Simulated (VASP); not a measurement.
Calculation: PBEsol GGA, VASP's PBE PAW potentials (set 64) (plane waves; VASP).

Input for VASP

### POSCAR
```
MgH2
1
    4.8712033232     0.0000000000     0.0000000000
    0.0000000000     4.5924284943     0.0000000000
    0.0000000000     0.0000000000     4.7134074769
Mg H
4 8
Direct
  0.9697655545   0.7336209157   0.7529090279
  0.0302344455   0.2663790843   0.2529090279
  0.5302344455   0.7336209157   0.2529090279
  0.4697655545   0.2663790843   0.7529090279
  0.2442999387   0.5558488010   0.0257431622
  0.7557000613   0.4441511990   0.5257431622
  0.2557000613   0.5558488010   0.5257431622
  0.7442999387   0.4441511990   0.0257431622
  0.3839118194   0.1000547793   0.3597478100
  0.6160881806   0.8999452207   0.8597478100
  0.1160881806   0.1000547793   0.8597478100
  0.8839118194   0.8999452207   0.3597478100
```

### INCAR
```
ALGO = Normal   # blocked Davidson
ENCUT = 400
PREC = Accurate
LCHARG = .False.
SYSTEM = MgH2
LWAVE = .False.
IBRION = 2
ISIF = 3   # ions, shape and volume
NSW = 60
LREAL = .False.   # projection in real space or not
EDIFFG = -0.02   # ionic stop
ISMEAR = 0
GGA = PS   # PBEsol
NELM = 100   # most electronic steps
SIGMA = 0.05   # width (eV)
EDIFF = 1E-6   # SCF stop (eV)
LASPH = .True.
```

### KPOINTS
```
Automatic mesh
0
Gamma
4 5 4
0 0 0
```

POTCAR, in this order: Mg H (PBE.64 set). Program: vasp_std.

Output of the run:

**OSZICAR**
```
       N       E                     dE             d eps       ncg     rms          rms(c)
DAV:   1     0.371670470882E+00    0.37167E+00   -0.46952E+03   810   0.676E+02
DAV:   2    -0.354431205742E+02   -0.35815E+02   -0.32875E+02  1089   0.104E+02
DAV:   3    -0.373980777112E+02   -0.19550E+01   -0.19482E+01  1090   0.253E+01
DAV:   4    -0.374074565069E+02   -0.93788E-02   -0.93784E-02   915   0.198E+00
DAV:   5    -0.374075474121E+02   -0.90905E-04   -0.90905E-04  1097   0.207E-01    0.839E+00
DAV:   6    -0.357837014447E+02    0.16238E+01   -0.90525E-01   978   0.485E+00    0.434E+00
DAV:   7    -0.351825354542E+02    0.60117E+00   -0.12399E+00  1020   0.587E+00    0.639E-01
DAV:   8    -0.351869495432E+02   -0.44141E-02   -0.19329E-02   950   0.864E-01    0.113E-01
DAV:   9    -0.351865697193E+02    0.37982E-03   -0.95530E-04  1118   0.175E-01    0.200E-02
DAV:  10    -0.351865740463E+02   -0.43269E-05   -0.20286E-05   943   0.281E-02    0.886E-03
DAV:  11    -0.351865753656E+02   -0.13194E-05   -0.16131E-06   808   0.800E-03    0.107E-03
DAV:  12    -0.351865753368E+02    0.28811E-07   -0.13513E-07   608   0.244E-03
   1 F= -.35186575E+02 E0= -.35186575E+02  d E =-.351866E+02
       N       E                     dE             d eps       ncg     rms          rms(c)
DAV:   1    -0.351874704951E+02   -0.89513E-03   -0.11811E-02   950   0.809E-01    0.302E-02
DAV:   2    -0.351874636910E+02    0.68041E-05   -0.74390E-05   999   0.580E-02    0.179E-02
DAV:   3    -0.351874567490E+02    0.69420E-05   -0.76206E-06  1034   0.179E-02    0.987E-04
DAV:   4    -0.351874569238E+02   -0.17473E-06   -0.18333E-06   800   0.856E-03
   2 F= -.35187457E+02 E0= -.35187457E+02  d E =-.881587E-03
       N       E                     dE             d eps       ncg     rms          rms(c)
DAV:   1    -0.351892795563E+02   -0.18228E-02   -0.10626E-01   936   0.243E+00    0.910E-02
DAV:   2    -0.351892178342E+02    0.61722E-04   -0.67346E-04   964   0.175E-01    0.539E-02
DAV:   3    -0.351891542854E+02    0.63549E-04   -0.68686E-05  1062   0.541E-02    0.300E-03
DAV:   4    -0.351891558849E+02   -0.15996E-05   -0.16928E-05   950   0.260E-02    0.355E-03
DAV:   5    -0.351891556071E+02    0.27781E-06   -0.36088E-07   643   0.600E-03
   3 F= -.35189156E+02 E0= -.35189156E+02  d E =-.258027E-02
       N       E                     dE             d eps       ncg     rms          rms(c)
DAV:   1    -0.351888268092E+02    0.32908E-03   -0.42469E-01   950   0.486E+00    0.182E-01
DAV:   2    -0.351885797041E+02    0.24711E-03   -0.26937E-03   943   0.350E-01    0.108E-01
DAV:   3    -0.351883248619E+02    0.25484E-03   -0.27682E-04  1055   0.110E-01    0.606E-03
DAV:   4    -0.351883316013E+02   -0.67394E-05   -0.71705E-05   936   0.535E-02    0.731E-03
DAV:   5    -0.351883304569E+02    0.11443E-05   -0.12162E-06   903   0.108E-02    0.257E-03
DAV:   6    -0.351883306631E+02   -0.20619E-06   -0.23255E-06   705   0.968E-03
   4 F= -.35188331E+02 E0= -.35188331E+02  d E =-.175533E-02
       N       E                     dE             d eps       ncg     rms          rms(c)
DAV:   1    -0.351897105797E+02   -0.13801E-02   -0.17753E-01   943   0.314E+00    0.117E-01
DAV:   2    -0.351896085707E+02    0.10201E-03   -0.11392E-03   943   0.227E-01    0.695E-02
DAV:   3    -0.351895011090E+02    0.10746E-03   -0.11466E-04  1055   0.706E-02    0.393E-03
DAV:   4    -0.351895038653E+02   -0.27563E-05   -0.29530E-05   950   0.343E-02    0.470E-03
DAV:   5    -0.351895034087E+02    0.45656E-06   -0.45436E-07   657   0.679E-03
   5 F= -.35189503E+02 E0= -.35189503E+02  d E =-.292807E-02
       N       E                     dE             d eps       ncg     rms          rms(c)
DAV:   1    -0.351905461949E+02   -0.10423E-02   -0.43860E-02   845   0.155E+00    0.544E-02
DAV:   2    -0.351905274840E+02    0.18711E-04   -0.23633E-04  1027   0.105E-01    0.322E-02
DAV:   3    -0.351905065275E+02    0.20957E-04   -0.21128E-05   992   0.244E-02    0.134E-03
DAV:   4    -0.351905065645E+02   -0.37022E-07   -0.38421E-07   636   0.422E-03
   6 F= -.35190507E+02 E0= -.35190507E+02  d E =-.100316E-02
       N       E                     dE             d eps       ncg     rms          rms(c)
DAV:   1    -0.351924348478E+02   -0.19283E-02   -0.39441E-01   845   0.464E+00    0.162E-01
DAV:   2    -0.351922708511E+02    0.16400E-03   -0.21464E-03  1027   0.314E-01    0.962E-02
DAV:   3    -0.351920860619E+02    0.18479E-03   -0.18827E-04   985   0.729E-02    0.404E-03
DAV:   4    -0.351920864707E+02   -0.40881E-06   -0.40506E-06   978   0.131E-02
   7 F= -.35192086E+02 E0= -.35192086E+02  d E =-.258306E-02
       N       E                     dE             d eps       ncg     rms          rms(c)
DAV:   1    -0.351930822847E+02   -0.99622E-03   -0.46827E-02   880   0.159E+00    0.605E-02
DAV:   2    -0.351930840118E+02   -0.17271E-05   -0.61132E-04  1020   0.158E-01    0.366E-02
DAV:   3    -0.351930609138E+02    0.23098E-04   -0.26736E-05   992   0.294E-02    0.637E-03
DAV:   4    -0.351930608431E+02    0.70605E-07   -0.33190E-06   957   0.114E-02
   8 F= -.35193061E+02 E0= -.35193061E+02  d E =-.974372E-03
```

**OUTCAR**
```
------------------------ aborting loop because EDIFF is reached ----------------------------------------
  FORCE on cell =-STRESS in cart. coord.  units (eV):
  Direction    XX          YY          ZZ          XY          YZ          ZX
  --------------------------------------------------------------------------------------
  Total       -0.0537053     -0.0741345     -0.0789520      0.0000000      0.0000000      0.0000000
  in kB       -0.8167714     -1.1274667     -1.2007340      0.0000000      0.0000000      0.0000000
  external PRESSURE =      -1.0483240 kB  Pullay stress =       0.0000000 kB
  volume of cell :      105.35
      direct lattice vectors                 reciprocal lattice vectors
     4.871194205  0.000000000  0.000000000     0.205288469  0.000000000  0.000000000
     0.000000000  4.596121934  0.000000000     0.000000000  0.217574732  0.000000000
     0.000000000  0.000000000  4.705437369     0.000000000  0.000000000  0.212520096
 POSITION                                       TOTAL-FORCE (eV/Angst)
 -----------------------------------------------------------------------------------
      4.71542      3.37037      3.55502        -0.002029     -0.011400      0.012559
      0.15577      1.22575      1.20230         0.002029      0.011400      0.012559
      2.59137      3.37037      1.20230         0.002029     -0.011400      0.012559
      2.27982      1.22575      3.55502        -0.002029      0.011400      0.012559
      1.20848      2.54779      0.13547         0.007306     -0.002321     -0.008000
      3.66271      2.04833      2.48819        -0.007306      0.002321     -0.008000
      1.22711      2.54779      2.48819        -0.007306     -0.002321     -0.008000
      3.64408      2.04833      0.13547         0.007306      0.002321     -0.008000
      1.89533      0.47168      1.66618        -0.003811      0.013175     -0.004558
      2.97586      4.12444      4.01890         0.003811     -0.013175     -0.004558
      0.54026      0.47168      4.01890         0.003811      0.013175     -0.004558
      4.33093      4.12444      1.66618        -0.003811     -0.013175     -0.004558
 -----------------------------------------------------------------------------------
    total drift:                               -0.000000     -0.000000     -0.000361
  FREE ENERGIE OF THE ION-ELECTRON SYSTEM (eV)
  ---------------------------------------------------
  free  energy   TOTEN  =       -35.1930608431 eV

  energy  without entropy=      -35.1930608431  energy(sigma->0) =      -35.19306084

 reached required accuracy - stopping structural energy minimisation
```
(Selected blocks of OUTCAR.)

**CONTCAR**
```
MgH2
   1.00000000000000
     4.8711942050223804    0.0000000000000000    0.0000000000000000
     0.0000000000000000    4.5961219344038096    0.0000000000000000
     0.0000000000000000    0.0000000000000000    4.7054373694990108
  Mg              H
     4     8
Direct
     0.9680213362841754    0.7333078598083939    0.7555131187721463
     0.0319786637158247    0.2666921401916061    0.2555131187721463
     0.5319786637158246    0.7333078598083939    0.2555131187721463
     0.4680213362841752    0.2666921401916061    0.7555131187721463
     0.2480875200965472    0.5543353290804531    0.0287901740706973
     0.7519124799034529    0.4456646709195468    0.5287901740706972
     0.2519124799034528    0.5543353290804531    0.5287901740706972
     0.7480875200965471    0.4456646709195468    0.0287901740706973
     0.3890901737436387    0.1026261515300116    0.3540967072571625
     0.6109098262563613    0.8973738484699884    0.8540967072571626
     0.1109098262563613    0.1026261515300116    0.8540967072571626
     0.8890901737436387    0.8973738484699884    0.3540967072571625
```

The structure comes from a computed database's MgH2 entry (Pca2_1); how it stands against other phases isn't given here. This run relaxes it. Symmetry was kept, so distortions that lower it aren't found. The start is the result of an earlier pass.
